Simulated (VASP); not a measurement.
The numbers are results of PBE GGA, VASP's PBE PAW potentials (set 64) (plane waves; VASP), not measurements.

A VASP calculation is set up with these files.

### KPOINTS
```
Regular mesh
0
gamma
17 17 9
```

**INCAR**
```
# general
SYSTEM  =  C
PREC    =  Accurate
ENCUT   =  400
LREAL   =  .FALSE.
LASPH   =  .TRUE.

# electronic loop
EDIFF   =  1E-6
NELM    =  100
ALGO    =  Normal

# smearing
ISMEAR  =  0
SIGMA   =  0.05

# functional
GGA     =  PE

# ions
IBRION  =  2
NSW     =  50
ISIF    =  3
EDIFFG  =  -0.01

# output
LWAVE   =  .FALSE.
LCHARG  =  .FALSE.
```

### POSCAR
```
C
1
    2.2171940000     0.0000000000     0.0000000000
   -1.1085960000     1.9201450000     0.0000000000
    0.0000000000     0.0000000000     3.5998210000
C
2
Direct
  0.3333330000   0.6666670000   0.2500000000
  0.6666670000   0.3333330000   0.7500000000
```

POTCAR, in this order: C (PBE.64 set). Program: vasp_std.

At this cut-off the stress carries a Pulay error, which pulls relaxed volumes low. Energy and stress use the plane-wave basis of the starting cell.

Estimate the energy per atom (σ→0), volume per atom, band gap (on the k-mesh).

```json
{
 "energy per atom (σ→0)": "-4.754 eV/atom",
 "band gap (on the k-mesh)": "none (metal, semimetal or under 0.01 eV)",
 "volume_per_atom": "6.89 Å^3/atom"
}
```

**OSZICAR**
```
...
DAV:   4    -0.950895633982E+01   -0.11153E-06   -0.47612E-07  1320   0.691E-03
   8 F= -.95089563E+01 E0= -.95086097E+01  d E =-.147165E-02
       N       E                     dE             d eps       ncg     rms          rms(c)
DAV:   1    -0.950903309619E+01   -0.76868E-04   -0.36537E-03  2640   0.526E-01    0.491E-02
DAV:   2    -0.950899748621E+01    0.35610E-04   -0.40112E-05  2640   0.644E-02    0.263E-02
DAV:   3    -0.950898059639E+01    0.16890E-04   -0.28679E-05  2640   0.416E-02    0.299E-03
DAV:   4    -0.950898055632E+01    0.40071E-07   -0.40748E-08  1320   0.267E-03
   9 F= -.95089806E+01 E0= -.95086530E+01  d E =-.242165E-04
```

The structure was generated: C was put into an ordered model structure, which need not be its known phase. This run relaxes it. Symmetry was kept, so distortions that lower it aren't found. The run is one of a series of settings (EDIFFG = -0.01, IBRION = 2, ISIF = 3, NSW = 50 against the base run), some of them coarse on purpose.
